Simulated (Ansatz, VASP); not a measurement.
# MgTiS3 in two plane-wave programs

Wanted: the spread between two codes on one cell, functional and k mesh. The cell is invented: As first built, before any earlier steps moved the atoms (in the runner's words): S for O, Mg for Ba in the BaTiO3 structure of space group P4mm. It may not be a known or stable phase. The structure shown is the end of the Ansatz relaxation below.

Method: plane waves, with VASP 6.6.1 beside it; single point at PBEsol and single point at LDA, in Ansatz 0.2.0.

**1. Set-up**

It takes space group P4mm (No. 99, tetragonal). The conventional cell has a = 4.685 Å, b = 4.685 Å, c = 5.399 Å, α = 90.00°, β = 90.00°, γ = 90.00°. Nearest to Mg lie 4 S at 2.47 Å. Nearest to Ti lie 5 S at 2.10 to 2.45 Å. Nearest to S lie 2 Ti at 2.45 Å and 2 Mg at 2.47 Å. Nearest to S lie 1 Ti at 2.10 Å. It derives from BaTiO3. As first built, before any earlier steps moved the atoms (in the runner's words): S for O, Mg for Ba in the BaTiO3 structure of space group P4mm. Farther neighbours and most contacts between anions are not listed.

**2. Ansatz: relaxation, PBEsol**

Ansatz runs on its default PAW (the set named soft_2) files.

This run makes the geometry at which the two programs are then compared.

File input.yaml:

```yaml
crystal:
  lattice:
    - [4.0233432713, 0.0, 0.0]
    - [0.0, 4.0233432713, 0.0]
    - [0.0, 0.0, 4.1365469518]
  atoms:
    - { symbol: Mg, position: [0.5, 0.5, 0.58254146] }
    - { symbol: Ti, position: [0.0, 0.0, 0.1000427] }
    - { symbol: S, position: [0.0, 0.5, 0.06422054] }
    - { symbol: S, position: [0.5, 0.0, 0.06422054] }
    - { symbol: S, position: [0.0, 0.0, 0.54897175] }
kpoints:
  mp_grid: { grid: [6, 6, 6] }
scf:
  occupations: { method: gaussian, width: 0.03 }
hamiltonian:
  xc: pbesol
output:
  forces: true
  stress: true
relax:
  f_tol: 0.02
  max_steps: 60
  cell: {}
```

The run is started by

```console
ansatz run input.yaml --threads 2 --pin off --max-ram 4096MiB --backend cpu --events-out ev --progress --plain --runs-dir out
```

Numbers of over 12 decimals in the logs are rounded to 6 here.

The program printed:

```text
Engine: ansatz 0.2.0, aarch64-unknown-linux-gnu
Pseudopotentials: kind: paw
Pseudopotential: Mg, paw, valence charge 10, recommended cutoff 420 eV (normal), Mg.paw.azcp
Pseudopotential: Ti, paw, valence charge 12, recommended cutoff 420 eV (normal), Ti.paw.azcp
Pseudopotential: S, paw, valence charge 6, recommended cutoff 420 eV (normal), S.paw.azcp
Functional definition: PBEsol
  exchange = pbesol_x
  correlation = pbesol_c
Crystal: 5 atoms, lattice volume = 66.959 Å³
Basis set: ecut = 420 eV, 1325 PW (Γ), exchange–correlation on 54×54×60 points (8 copies of the dense FFT grid, shifted against one another)
Bands: 25, of which v1, the nominal top of the filled ones, is band 20 counted from 1 (19 counted from 0)
Symmetry: 8 space group operations
Space group: P4mm (ITA 99), of the structure as read, at distance tolerance 4.1e-5 Å
k-points: 40 of 216 (time reversal used)
Non-local potential: Mg, projectors of the file, l = 0: 3, l = 1: 2, l = 2: 1
Non-local potential: Ti, projectors of the file, l = 0: 3, l = 1: 2, l = 2: 3, l = 3: 1
Non-local potential: S, projectors of the file, l = 0: 2, l = 1: 2, l = 2: 2
PAW form: soft (Blöchl's): semilocal exchange-correlation on the pseudo side does not see the compensation charge
PAW frozen core: Mg, regenerated for the run's functional, and the local potential with it (the file was generated under x = pbe(κ = 0.804, μ = 0.219515), c = pbe(β = 0.066725))
PAW frozen core: Ti, regenerated for the run's functional, and the local potential with it (the file was generated under x = pbe(κ = 0.804, μ = 0.219515), c = pbe(β = 0.066725))
PAW frozen core: S, regenerated for the run's functional, and the local potential with it (the file was generated under x = pbe(κ = 0.804, μ = 0.219515), c = pbe(β = 0.066725))
PAW one-centre angular grid: Mg, 110 points (default); XC on 64 Gauss nodes
PAW one-centre angular grid: Ti, 590 points (default); XC on 64 Gauss nodes
PAW one-centre angular grid: S, 110 points (default); XC on 64 Gauss nodes
Initial density: superposition of atomic densities (neutral atoms: chi_scale 0, normalization atom), corrected by the library's trained network
Initial wavefunctions: pseudopotential atomic-orbital guess
Functional: x = pbesol(κ = 0.804, μ = 0.123457), c = pbesol(β = 0.046)
SCF iter   1: F=—  HF=-7038.184669 eV  |F-HF|=—  |Δ(HF+E_count)|=         —  Δρ=5.87e-3  dr2=1.58e-2  ethr=1.77e-3  ⟨swp⟩=6.2  Hψ=4985  notcnv=0
preconditioner: auto → Resta (q_TF=auto, 2.504 Å⁻¹)  ε∞=7.1  [insulator: Δε(μ)=0.052 eV  Ē_g=8.993 eV  σ=0.030 eV  W_gap=0.77  n_scr=18 (ndim 8)  ℏωp=22.2 eV  f_vac=0.000  D(μ)=0.93/eV (n_scr^D=6)  ε∞_Penn≈7.1]
SCF iter   2: F=—  HF=-7038.177632 eV  |F-HF|=—  |Δ(HF+E_count)|=   7.04e-3  Δρ=3.49e-3  dr2=7.63e-3  ethr=3.96e-5  ⟨swp⟩=2.5  Hψ=1929  notcnv=0  defer=31
SCF iter   3: F=—  HF=-7038.177182 eV  |F-HF|=—  |Δ(HF+E_count)|=   4.50e-4  Δρ=4.91e-4  dr2=1.12e-4  ethr=1.91e-5  ⟨swp⟩=2.0  Hψ=1578  notcnv=0  defer=31
SCF iter   4: F=—  HF=-7038.177177 eV  |F-HF|=—  |Δ(HF+E_count)|=   4.95e-6  Δρ=1.75e-4  dr2=2.14e-5  ethr=2.79e-7  ⟨swp⟩=2.4  Hψ=1457  notcnv=0  defer=31
SCF iter   5: F=—  HF=-7038.177201 eV  |F-HF|=—  |Δ(HF+E_count)|=   2.40e-5  Δρ=3.11e-5  dr2=1.05e-6  ethr=5.36e-8  ⟨swp⟩=2.0  Hψ=1253  notcnv=0  defer=31
SCF iter   6: F=-7038.177201 eV  HF=-7038.177201 eV  |F-HF|=1.83e-8  |Δ(HF+E_count)|=   1.63e-7  Δρ=8.99e-6  dr2=5.66e-8  ethr=2.50e-10  ⟨swp⟩=5.0  Hψ=3829  notcnv=0
SCF 1 converged in 6 iterations: F = -7038.177201 eV  dr2 = 5.66e-8
  greatest PAW one-centre occupation: 1.000 electrons in one spin orbital (limit 2), on the Mg atom at site 0 (counted from 0), in its partial waves of l = 0
relax step   1: F+E_penalty+E_count = -7038.17720052 eV  Δ(F+E_penalty+E_count) = +0.000e0 eV  max|allowed force component| = 9.886e0 eV/Å  Δτ_max = 0.0000 Å  P = +77.466 GPa  Ω = 66.959 Å³  (6 SCF iters, dr2 threshold 1.00e-7 eV, accepted)
[...]
relax step  22: F+E_penalty+E_count = -7045.83560749 eV  Δ(F+E_penalty+E_count) = -2.676e-3 eV  max|allowed force component| = 2.792e-3 eV/Å  Δτ_max = 0.0000 Å  P = +0.037 GPa  Ω = 117.777 Å³  stress off target by 1.09e-1 GPa  SCF on the basis re-selected at this cell (its energy is not comparable with the rows above)  (8 SCF iters)
[...]
relax step  23: F+E_penalty+E_count = -7045.83579265 eV  Δ(F+E_penalty+E_count) = -1.852e-4 eV  max|allowed force component| = 3.530e-3 eV/Å  Δτ_max = 0.0031 Å  P = +0.028 GPa  Ω = 117.997 Å³  energy of the carried Pulay correction = -8.721e-6 eV  (6 SCF iters, dr2 threshold 2.97e-8 eV, accepted)
[...]
relax step  24: F+E_penalty+E_count = -7045.83596711 eV  Δ(F+E_penalty+E_count) = -1.745e-4 eV  max|allowed force component| = 3.969e-3 eV/Å  Δτ_max = 0.0070 Å  P = +0.003 GPa  Ω = 118.520 Å³  energy of the carried Pulay correction = -3.041e-5 eV  (8 SCF iters, dr2 threshold 1.35e-8 eV, accepted)
[...]
relax step  25: F+E_penalty+E_count = -7045.83599926 eV  Δ(F+E_penalty+E_count) = -3.214e-5 eV  max|allowed force component| = 3.930e-3 eV/Å  Δτ_max = 0.0000 Å  P = +0.003 GPa  Ω = 118.520 Å³  stress off target by 6.29e-3 GPa  SCF on the basis re-selected at this cell (its energy is not comparable with the rows above)  (7 SCF iters)
basis re-selected at this cell: Δ(F+E_penalty+E_count) = -3.214e-5 eV, ΔP = -0.000 GPa vs the last step (what re-selecting the basis moved, of the pressure what is left beyond the Pulay correction that the steps carried, after the strain that the cell walked since its last selection, with what the two solves' SCF thresholds leave and, on support functions, any second-order correction that the steps lacked; it is no measure of the basis error at this ecutwfc). The dense FFT grid was sized anew with the basis: this SCF ran on 32×32×40 points, the steps before it on 32×32×36, so part of this shift can come from that change (see relax.cell in the input reference). [rest of the remark cut]
SCF converged after 7 iterations
Free energy (F): -7045.835999 eV
Harris-Foulkes:  -7045.835999 eV  (|F-HF|=2.09e-11)
Internal energy: -7045.835999 eV  (E = F + TS)
E sigma→0 (E₀):  -7045.835999 eV
Fermi energy:    4.846059 eV
--- Per-component energies (eV) ---
  E_band       = -647.144309
  E_kinetic    = 669.731057
  E_local      = -3793.160429  (includes V_loc(G=0)·N_el)
  E_nonlocal   = 189.880465
  E_hartree    = 1459.924190
  E_xc         = -414.393925
  E_vxc        = -421.558059  (∫ρ·V_xc dr)
  E_paw        = -3056.004533  (= ΣΔE_a)
  E_vpaw       = -211.885988  (= ΣTr[D̂ρ^β])
  E_aug_tail   = 0.000120  (compensation charges beyond the density's cutoff)
  E_ewald      = -2102.197037
  E_core_change = 0.384094  (= ΣΔE_core)
  E_smearing   = -0.000000  (= −TS)
  E_closure    = -0.000000  (closes the sum)
  Σ components = -7045.835999   (vs F -7045.835999, Δ=0.00e0)
--- Forces (eV/Å), atoms counted from 1 ---
  atom   1  Mg    -0.00000000     0.00000000     0.00096509
  atom   2  Ti    -0.00000000     0.00000000    -0.00393092
  atom   3  S     -0.00000000     0.00000000     0.00079224
  atom   4  S      0.00000000     0.00000000     0.00079224
  atom   5  S     -0.00000000     0.00000000     0.00137731
  max |Σ_I F_I| component: 4.04e-6 eV/Å
--- Stress (GPa, compression-positive) ---
        0.001045       0.000000      -0.000000
        0.000000       0.001045      -0.000000
       -0.000000       0.000000       0.006288
  P = ⅓ Tr σ = 0.0028 GPa (0.028 kbar)
--- Relaxed structure (22 steps of the walk, 20 accepted, 3 SCFs on fresh bases) ---
  F+E_penalty+E_count = -7045.83599926 eV   max|allowed force component| = 3.930e-3 eV/Å   (the final SCF, on the basis selected at the relaxed cell)
  cell:  # Å, volume = 118.5200 Å³
    - [4.685276, 0, 2.937039026764159e-16]
    - [0, 4.685276, 0]
    - [3.019677669599725e-16, 0, 5.399099]
  atoms:
    - { symbol: Mg, position: [0.500000, 0.5, 0.823333] }
    - { symbol: Ti, position: [5.05470337205985e-19, 0, 0.102573] }
    - { symbol: S, position: [-1.8644380755267464e-17, 0.5, -0.029115] }
    - { symbol: S, position: [0.5, 0, -0.029115] }
    - { symbol: S, position: [-1.1316273714312349e-17, 0, 0.492321] }
```

Reading the cycles: dr2 is the Hartree energy of the density residual (eV), the measure of convergence; HF is the Harris–Foulkes estimate of the energy, which meets the free energy F at convergence.

**3. VASP: single point, PBEsol**

The same cell, functional, mesh and smearing now go to VASP, with its own data sets and cutoff.

Lines of VASP's logs that name or quote its potential files are left out, and so is its time.

File INCAR:

```
SYSTEM = MgTiS3
PREC = Accurate
ENCUT = 400
EDIFF = 1E-06
NELM = 100
ISMEAR = 0
SIGMA = 0.03
LREAL = .FALSE.
ALGO = Normal
GGA = PS
NBANDS = 22
LASPH = .TRUE.
LORBIT = 11
LWAVE = .FALSE.
LCHARG = .FALSE.
KPAR = 2
ISIF = 2
```

File POSCAR:

```
MgTiS3
1.0
    4.6852756375      0.0000000000      0.0000000000
    0.0000000000      4.6852756375      0.0000000000
    0.0000000000      0.0000000000      5.3990990186
Mg Ti S
1 1 3
Direct
    0.5000000000      0.5000000000      0.8233334296
    0.0000000000      0.0000000000      0.1025731428
    0.0000000000      0.5000000000      0.9708846195
    0.5000000000      0.0000000000      0.9708846195
    0.0000000000      0.0000000000      0.4923211786
```

File KPOINTS:

```
Automatic mesh
0
Gamma
6 6 6
0 0 0
```

PAW data sets: Mg, Ti_sv and S (PBE family, release 64).

The run is started by

```console
mpirun -np 2 vasp_std
```

The program printed:

```text
[banner, memory and clock lines left out]
running    2 mpi-ranks, on    1 nodes
 distrk:  each k-point on    1 cores,    2 groups
 distr:  one band on    1 cores,    1 groups

 POSCAR found type information on POSCAR MgTiS
 POSCAR found :  3 types and       5 ions
|                                                                             |
|               ----> ADVICE to this user running VASP <----                  |
|                                                                             |
|     You enforced a specific xc type in the INCAR file but a different       |
|     [... a line on the potential file left out ...]
|     I HOPE YOU KNOW WHAT YOU ARE DOING!                                     |
|                                                                             |

 LDA part: xc-table for (Slater+PW92), standard interpolation
 POSCAR, INCAR and KPOINTS ok, starting setup
 FFT: planning ... GRIDC
 FFT: planning ... GRID_SOFT
 FFT: planning ... GRID
 WAVECAR not read
 entering main loop
       N       E                     dE             d eps       ncg     rms          rms(c)
DAV:   1     0.230340541305E+03    0.23034E+03   -0.11678E+04  1776   0.111E+03
DAV:   2    -0.480449780101E+01   -0.23515E+03   -0.22380E+03  2214   0.299E+02
DAV:   3    -0.316386076882E+02   -0.26834E+02   -0.26418E+02  3004   0.934E+01
DAV:   4    -0.329086783351E+02   -0.12701E+01   -0.12671E+01  2470   0.189E+01
DAV:   5    -0.329636024450E+02   -0.54924E-01   -0.54921E-01  2544   0.346E+00    0.149E+01
DAV:   6    -0.300386351168E+02    0.29250E+01   -0.17923E+01  2516   0.446E+01    0.140E+01
DAV:   7    -0.289261220151E+02    0.11125E+01   -0.10115E+01  2414   0.384E+01    0.748E+00
DAV:   8    -0.283676355848E+02    0.55849E+00   -0.94139E-01  2108   0.124E+01    0.233E+00
DAV:   9    -0.283838840442E+02   -0.16248E-01   -0.26176E-01  2390   0.327E+00    0.156E+00
DAV:  10    -0.283625315041E+02    0.21353E-01   -0.53382E-02  2370   0.296E+00    0.452E-01
DAV:  11    -0.283646339783E+02   -0.21025E-02   -0.40722E-03  1876   0.700E-01    0.369E-01
DAV:  12    -0.283651418401E+02   -0.50786E-03   -0.26204E-03  2368   0.589E-01    0.863E-02
DAV:  13    -0.283653597605E+02   -0.21792E-03   -0.41098E-04  2034   0.162E-01    0.494E-02
DAV:  14    -0.283654200930E+02   -0.60333E-04   -0.12790E-04  2150   0.734E-02    0.226E-02
DAV:  15    -0.283654590746E+02   -0.38982E-04   -0.42367E-05  1876   0.407E-02    0.677E-03
DAV:  16    -0.283654653676E+02   -0.62929E-05   -0.79896E-06  1962   0.135E-02    0.483E-03
DAV:  17    -0.283654660004E+02   -0.63284E-06   -0.12032E-06  1614   0.769E-03
   1 F= -.28365466E+02 E0= -.28365466E+02  d E =-.222489E-48
```

OUTCAR, selected parts (step 3):

```text
ion  position               nearest neighbor table
   1  0.500  0.500  0.823-   3 2.47   4 2.47   4 2.47   3 2.47
   2  0.000  0.000  0.103-   5 2.10   4 2.45   3 2.45   3 2.45   4 2.45
   3  0.000  0.500  0.971-   2 2.45   2 2.45   1 2.47   1 2.47
   4  0.500  0.000  0.971-   2 2.45   2 2.45   1 2.47   1 2.47
   5  0.000  0.000  0.492-   2 2.10

  LATTYP: Found a simple tetragonal cell.
 ALAT       =     4.6852756375
 C/A-ratio  =     1.1523546182

 Subroutine GETGRP returns: Found  8 space group operations
 (whereof  8 operations were pure point group operations)

The static configuration has the point symmetry C_4v.

 Found     40 irreducible k-points:

   k-points           NKPTS =     40   k-points in BZ     NKDIM =     40   number of bands    NBANDS=     22

   dimension x,y,z NGX =    32 NGY =   32 NGZ =   36
   dimension x,y,z NGXF=    64 NGYF=   64 NGZF=   72

   ENCUT  =  400.0 eV  29.40 Ry    5.42 a.u.   7.64  7.64  8.80*2*pi/ulx,y,z

   NELECT =      32.0000    total number of electrons

 k-points in reciprocal lattice and weights: Automatic mesh
   0.00000000  0.00000000  0.00000000       0.005
   0.16666667  0.00000000  0.00000000       0.019
   0.33333333  0.00000000  0.00000000       0.019
   0.50000000  0.00000000  0.00000000       0.009
   0.16666667  0.16666667  0.00000000       0.019
   0.33333333  0.16666667  0.00000000       0.037
   0.50000000  0.16666667  0.00000000       0.019
   0.33333333  0.33333333  0.00000000       0.019
   0.50000000  0.33333333  0.00000000       0.019
[...]
0.50000000  0.33333333  0.50000000       0.019
   0.50000000  0.50000000  0.50000000       0.005

 average (electrostatic) potential at core
       1 -38.7053       2 -78.1898       3 -87.9423       4 -87.9423       5 -87.5875

 E-fermi :   2.9046

 k-point     1 :       0.0000    0.0000    0.0000
  band No.  band energies     occupation
    ...
     12       1.3440      2.00000
     13       1.3440      2.00000
     14       1.4608      2.00000
     15       1.6828      2.00000
     16       1.6828      2.00000
     17       3.2102      0.00000
     18       4.3316      0.00000
     19       5.2788      0.00000
     20       5.2788      0.00000
     21       5.3651      0.00000
    ...

 k-point     2 :       0.1667    0.0000    0.0000
  band No.  band energies     occupation
    ...
     12       1.0867      2.00000
     13       1.2477      2.00000
     14       1.3908      2.00000
     15       1.4383      2.00000
     16       1.5347      2.00000
     17       3.6503      0.00000
     18       4.3725      0.00000
     19       4.7935      0.00000
     20       5.2969      0.00000
     21       5.8496      0.00000
    ...

 k-point     3 :       0.3333    0.0000    0.0000
  band No.  band energies     occupation
    ...
     12       0.2849      2.00000
     13       0.9340      2.00000
     14       1.0164      2.00000
     15       1.4410      2.00000
     16       1.4592      2.00000
     17       4.1952      0.00000
     18       4.2227      0.00000
     19       5.1014      0.00000
     20       5.3367      0.00000
     21       5.8298      0.00000
    ...

  Total       -0.0837451     -0.0837451     -0.0417801      0.0000000      0.0000000      0.0000000
  in kB       -1.1320831     -1.1320831     -0.5647923      0.0000000      0.0000000      0.0000000
  external PRESSURE =      -0.9429861 kB  Pullay stress =       0.0000000 kB

  energy-cutoff  :      400.00
  volume of cell :      118.52
      direct lattice vectors                 reciprocal lattice vectors
     4.685275638  0.000000000  0.000000000     0.213434615  0.000000000  0.000000000
     0.000000000  4.685275638  0.000000000     0.000000000  0.213434615  0.000000000
     0.000000000  0.000000000  5.399099019     0.000000000  0.000000000  0.185216088

 POSITION                                       TOTAL-FORCE (eV/Angst)
 -----------------------------------------------------------------------------------
      2.34264      2.34264      4.44526         0.000000      0.000000      0.019996
      0.00000      0.00000      0.55380         0.000000     -0.000000     -0.020492
      0.00000      2.34264      5.24190        -0.000000     -0.000000     -0.010913
      2.34264      0.00000      5.24190         0.000000     -0.000000     -0.010913
      0.00000      0.00000      2.65809         0.000000     -0.000000      0.022322
 -----------------------------------------------------------------------------------
    total drift:                               -0.000000      0.000000      0.000909

  FREE ENERGIE OF THE ION-ELECTRON SYSTEM (eV)
  ---------------------------------------------------
  free  energy   TOTEN  =       -28.3654660004 eV

  energy  without entropy=      -28.3654660004  energy(sigma->0) =      -28.36546600

 total charge
# of ion       s       p       d       tot
------------------------------------------
    1        0.146   0.122   0.040   0.308
    2        2.205   6.165   1.897  10.267
    3        1.320   2.459   0.000   3.779
    4        1.320   2.459   0.000   3.779
    5        1.358   2.348   0.000   3.706
--------------------------------------------------
tot          6.350  13.553   1.937  21.839

[... 3 further parts left out ...]
```

This run has no spin polarisation, so a moment on Ti, if there is one, isn't seen.

**4. Comparison**

Known differences besides the potentials themselves: the data sets hold 40 valence electrons in Ansatz (default PAW (the set named soft_2) files) and 32 in VASP; the cutoff is 420 eV in Ansatz and 400 eV in VASP; Ansatz makes its cores anew for this functional, VASP keeps those of its PBE data sets; Ansatz's pressure holds a Pulay correction, VASP's none. Total energies have different zeros and are not compared.

Compared:

| quantity | Ansatz | VASP | difference |
| --- | --- | --- | --- |
| pressure (GPa) | 0.00 | -0.09 | +0.10 |
| gap on the k mesh (eV) | 0.613 | 0.611 | +0.002 |

At this near-relaxed geometry the largest component of a force difference is 21 meV/Å. A gap on the mesh is an upper bound, since the band edges may lie between its points.

(Part 1 of 2 ends here.)

[Lines on the potential files, build, host, timing and source positions are cut from VASP's logs without a mark.]

[Logs are printed without paths, hosts, clocks, repeated set-up lines and the standing remarks that a program may print on its own settings, such as how far it seeks lower states.]

[Hosts, paths, dates, database ids (printed as entryN), source tags and the programs' standing remarks are cut or masked in the printed files.]
